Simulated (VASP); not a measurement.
Input:

```yaml
crystal:
  lattice:
    - [0.00000, 2.25090, 2.25090]
    - [2.25090, 0.00000, 2.25090]
    - [2.25090, 2.25090, 0.00000]
  atoms:
    - { symbol: B, position: [0.00000, 0.00000, 0.00000] }
    - { symbol: P, position: [0.25000, 0.25000, 0.25000] }
```

Computed with PBE GGA with D4 dispersion, VASP's PBE PAW potentials (set 64) (plane waves; VASP 6.6.1). Numerical set-up: 520 eV cut-off, 10×10×10 Γ-centred mesh, Gaussian smearing of 0.050 eV, potentials B P.

Question: Predict the energy per atom (σ→0).

Answer: 
```json
{
 "energy per atom (σ→0)": "-6.822 eV/atom"
}
```

The absolute energy has meaning only against runs of the same code, potentials and settings.

The compound is BP in the zinc blende structure. It was relaxed first.
